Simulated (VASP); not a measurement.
# Zr (Zirconium): structure and properties in VASP, part 2 of 2

What structure and properties does r2SCAN give Zr (Zirconium), and how near are they to the measured ones? Left out of this account: 1 further run (core levels: core levels are not valid at this level). The start is a cell from a database of measured crystal structures.

VASP 6.6.1, plane waves and PAW; the level of theory is named at each step.

Still holding for the runs below: The k-mesh is coarse for a metal.

So far. Step 12 (Volume scan with r2SCAN (run 7)): The pressure falls from -3.54 to -5.11 GPa. The parabola predicted -5.10 GPa, +0.02 GPa off. Step 14 (Fit for r2SCAN): The fitted volume lies +0.32 % from the relaxed one. At a finite cutoff and mesh the minimum of the energy and the zero of the stress don't quite coincide, and the relaxation stops at a threshold. The relaxed cell has a = 3.238, c = 5.159 Å (conventional setting).

**15. Band structure (r2SCAN + SOC)**

This step: r2SCAN, spin-orbit coupling; plane waves and PAW (Zr_sv) (VASP 6.6.1).

Levels along the symmetry lines show where the bands peak and cross; KPOINTS_OPT computes them in the converged potential. Spin-orbit coupling needs spinors and the noncollinear program, where each band holds one electron.

File INCAR:

```
SYSTEM = Zr
PREC = Accurate
ENCUT = 400
EDIFF = 1E-06
NELM = 100
ISMEAR = 1
SIGMA = 0.2
LREAL = .FALSE.
ALGO = Normal
METAGGA = R2SCAN
LASPH = .TRUE.
LNONCOLLINEAR = .TRUE.
MAGMOM = 0 0 0 0 0 0
NBANDS = 36
GGA_COMPAT = .FALSE.
LSORBIT = .TRUE.
LMAXMIX = 4
LORBIT = 11
LWAVE = .FALSE.
LCHARG = .FALSE.
KPAR = 2
```

File POSCAR:

```
Zr
1.0
    3.2378935186      0.0000000000      0.0000000000
   -1.6189467593      2.8040980418      0.0000000000
    0.0000000000      0.0000000000      5.1594231066
Zr
2
Direct
    0.3333333333      0.6666666667      0.2500000000
    0.6666666667      0.3333333333      0.7500000000
```

File KPOINTS:

```
Automatic mesh
0
Gamma
8 8 4
0 0 0
```

File KPOINTS_OPT:

```
Line mode
16
Line-mode
Reciprocal
  0.00000000   0.00000000   0.00000000 GAMMA
  0.50000000   0.00000000   0.00000000 M

  0.50000000   0.00000000   0.00000000 M
  0.33333333   0.33333333   0.00000000 K

  0.33333333   0.33333333   0.00000000 K
  0.00000000   0.00000000   0.00000000 GAMMA

  0.00000000   0.00000000   0.00000000 GAMMA
  0.00000000   0.00000000   0.50000000 A

  0.00000000   0.00000000   0.50000000 A
  0.50000000   0.00000000   0.50000000 L

  0.50000000   0.00000000   0.50000000 L
  0.33333333   0.33333333   0.50000000 H

  0.33333333   0.33333333   0.50000000 H
  0.00000000   0.00000000   0.50000000 A

  0.50000000   0.00000000   0.50000000 L
  0.50000000   0.00000000   0.00000000 M

  0.33333333   0.33333333   0.00000000 K
  0.33333333   0.33333333   0.50000000 H
```

PAW data sets: Zr_sv (PBE family, release 64).

The run is started by

```
> mpirun -np 2 vasp_ncl
```

The job ended after 29 min (2 MPI ranks of AMD EPYC 7R43, shared host; peak memory 0.56 GiB; 59 min of CPU time).

This step gave:

- SCF cycles: 16
- bands: 36
- irreducible k-points: 30
- free energy (TOTEN): -45.65 eV
- energy at zero smearing: -45.66 eV
- Fermi energy: 9.065 eV
- pressure: 0.1065 GPa

On-site spin-orbit energy by atom:

```tsv
atom	on-site spin-orbit energy (eV)
Zr1	-0.136
Zr2	-0.136
```

The electronic bands at the labelled points (eV, zero at the Fermi level; # counts the bands kept):

```tsv
point	#5	#6	#7	#8	#9	#10	#11	#12
Γ	0.83	0.83	0.91	0.91	0.93	0.93	1.03	1.03
0.53 of the way	-1.23	-1.23	-0.69	-0.69	0.72	0.72	1.19	1.19
M	-2.33	-2.33	-0.47	-0.47	0.60	0.60	0.75	0.75
0.47 of the way	-2.27	-2.27	-0.80	-0.80	0.33	0.33	0.61	0.61
K	-1.55	-1.55	-1.34	-1.34	0.22	0.22	0.26	0.26
0.53 of the way	-1.18	-1.18	-1.00	-1.00	0.68	0.68	0.75	0.75
Γ	0.83	0.83	0.91	0.91	0.93	0.93	1.03	1.03
0.47 of the way	0.26	0.26	0.66	0.66	0.69	0.69	0.77	0.77
A	-0.08	-0.08	-0.08	-0.08	0.76	0.76	0.76	0.76
0.53 of the way	-0.90	-0.90	-0.90	-0.90	0.41	0.41	0.41	0.41
L	-1.17	-1.17	-1.17	-1.17	1.47	1.47	1.47	1.47
0.47 of the way	-0.93	-0.93	-0.91	-0.91	0.26	0.26	0.29	0.29
H	-1.50	-1.50	-1.44	-1.44	-0.26	-0.26	-0.20	-0.20
0.47 of the way	-0.87	-0.87	-0.85	-0.85	0.01	0.01	0.04	0.04
A	-0.08	-0.08	-0.08	-0.08	0.76	0.76	0.76	0.76
jump to L	-1.17	-1.17	-1.17	-1.17	1.47	1.47	1.47	1.47
0.47 of the way	-1.35	-1.35	-1.25	-1.25	1.04	1.04	1.14	1.14
M	-2.33	-2.33	-0.47	-0.47	0.60	0.60	0.75	0.75
jump to K	-1.55	-1.55	-1.34	-1.34	0.22	0.22	0.26	0.26
0.53 of the way	-1.53	-1.53	-1.32	-1.32	-0.06	-0.06	-0.02	-0.02
H	-1.50	-1.50	-1.44	-1.44	-0.26	-0.26	-0.20	-0.20
```

There is no gap at this level.

Of the bands kept, 8 cross the Fermi level on this path (spinor bands, one electron each).

**16. Band structure (r2SCAN), changed input**

This step: r2SCAN; plane waves and PAW (Zr_sv) (VASP 6.6.1).

Levels along the symmetry lines show where the bands peak and cross; KPOINTS_OPT computes them in the converged potential. Some settings are moved from the usual, to see what they do.

File INCAR:

```
SYSTEM = Zr
PREC = Accurate
ENCUT = 400
EDIFF = 1E-06
NELM = 100
ISMEAR = 0
SIGMA = 0.1
LREAL = .FALSE.
ALGO = Normal
METAGGA = R2SCAN
LASPH = .TRUE.
NBANDS = 24
LORBIT = 11
LWAVE = .FALSE.
LCHARG = .FALSE.
KPAR = 2
ADDGRID = .TRUE.
```

POSCAR is that of step 15.

File KPOINTS:

```
Automatic mesh
0
Gamma
9 9 5
0 0 0
```

KPOINTS_OPT is that of step 15.

The run is started by

```
> mpirun -np 2 vasp_std
```

Wall time 5.7 min (2 MPI ranks); peak memory 0.36 GiB.

This step gave:

| Quantity | Value |
| --- | --- |
| SCF cycles | 13 |
| bands | 24 |
| irreducible k-points | 36 |
| free energy (TOTEN) | -45.51 eV |
| energy at zero smearing | -45.51 eV |
| Fermi energy | 9.009 eV |
| pressure | 0.04287 GPa |

Electronic bands along the path, in eV, zero at the Fermi level; # counts the bands kept:

```tsv
point	#1	#2	#3	#4	#5	#6	#7	#8
Γ	-6.03	-3.22	0.94	0.94	0.97	1.10	1.68	1.68
0.53 of the way	-4.27	-2.15	-1.17	-0.63	0.78	1.25	1.30	2.74
M	-2.71	-2.68	-2.28	-0.41	0.66	0.81	1.54	5.11
0.47 of the way	-2.25	-2.23	-2.22	-0.74	0.39	0.67	1.65	4.59
K	-2.20	-1.53	-1.53	-1.28	0.29	0.29	1.94	4.47
0.53 of the way	-4.19	-1.88	-1.12	-0.95	0.76	0.78	1.69	2.39
Γ	-6.03	-3.22	0.94	0.94	0.97	1.10	1.68	1.68
0.47 of the way	-5.57	-3.31	0.31	0.73	0.79	0.79	1.37	1.37
A	-4.24	-4.24	-0.02	-0.02	0.86	0.86	0.86	0.86
0.53 of the way	-3.08	-3.08	-0.84	-0.84	0.47	0.47	1.99	1.99
L	-3.02	-3.02	-1.12	-1.12	1.53	1.53	2.38	2.38
0.47 of the way	-2.58	-2.58	-0.86	-0.86	0.33	0.33	2.49	2.49
H	-1.48	-1.48	-1.41	-1.41	-0.17	-0.17	2.21	2.21
0.47 of the way	-2.75	-2.75	-0.81	-0.81	0.09	0.09	2.00	2.00
A	-4.24	-4.24	-0.02	-0.02	0.86	0.86	0.86	0.86
jump to L	-3.02	-3.02	-1.12	-1.12	1.53	1.53	2.38	2.38
0.47 of the way	-3.19	-2.62	-1.29	-1.20	1.13	1.16	1.71	4.08
M	-2.71	-2.68	-2.28	-0.41	0.66	0.81	1.54	5.11
jump to K	-2.20	-1.53	-1.53	-1.28	0.29	0.29	1.94	4.47
0.53 of the way	-1.88	-1.50	-1.50	-1.26	0.02	0.02	1.89	3.46
H	-1.48	-1.48	-1.41	-1.41	-0.17	-0.17	2.21	2.21
```

Against the sound run “Band structure (r2SCAN)”, the energy at zero smearing moves by -0.0 meV an atom, the pressure by +0.03 GPa and the Fermi level by +0.01 eV.

**17. What came out**

```
relaxed volume                            : 23.42 Å³/atom
relaxed conventional cell a, b, c         : 3.238, 3.238, 5.159 Å; angles 90.0, 90.0, 120.0°
space group after relaxing, within 0.02 Å : P6_3/mmc (No. 194)
band gap                                  : none, a metal
DOS at the Fermi level                    : 1.38 states/eV/cell
bulk modulus from the fit                 : 96.7 GPa
volume from the fit                       : 23.5 Å³/atom
band gap (r2SCAN + SOC)                   : none, a metal
```

In words: With r2SCAN, Zr (Zirconium) relaxes to 23.42 Å³/atom in space group P6_3/mmc (held by the symmetry of the run), comes out as a metal and has a bulk modulus of 96.7 GPa at fixed shape and positions, an upper bound. Against the listed cell the volume lies +0.6 % (a +0.2 %, c +0.2 %). Band structure (r2SCAN): Of the bands kept, 4 cross the Fermi level on this path. Band structure (r2SCAN + SOC): Of the bands kept, 8 cross the Fermi level on this path (spinor bands, one electron each). Band structure (r2SCAN), changed input: Of the bands kept, 4 cross the Fermi level on this path. The k-sampling is coarse for a metal, so the Fermi level, pressures and the shape of the cell carry errors. No search among competing phases was made. All values are for a static lattice at zero temperature.

Comparison with the measured values:

| quantity | measured | r2SCAN |
| --- | --- | --- |
| lattice constant a (Å) | 3.2349 | 3.238 (+0.1 %) |
| lattice constant c (Å) | 5.1512 | 5.159 (+0.2 %) |

Measured values from arxiv:1701.02117 (2017).

**Verdict.** The lattice constant a is off by +0.1 %: good agreement. The lattice constant c is off by +0.2 %: good agreement. The grades are ours: good and fair within 0.7 and 1.5 % for the lattice constant a and 0.8 and 2 % for the lattice constant c. Zero-point motion and thermal expansion (measured at up to 300 K) are not in the computed lattice constants.

[Lines on the potential files, build, host, timing and source positions are cut from VASP's logs without a mark.]

[Logs are printed without paths, hosts, clocks, repeated set-up lines and the standing remarks that a program may print on its own settings, such as how far it seeks lower states.]

[Hosts, paths, dates, database ids (printed as entryN), source tags and the programs' standing remarks are cut or masked in the printed files.]

[A measured line is paired with the nearest computed mode of its activity, which favours agreement.]
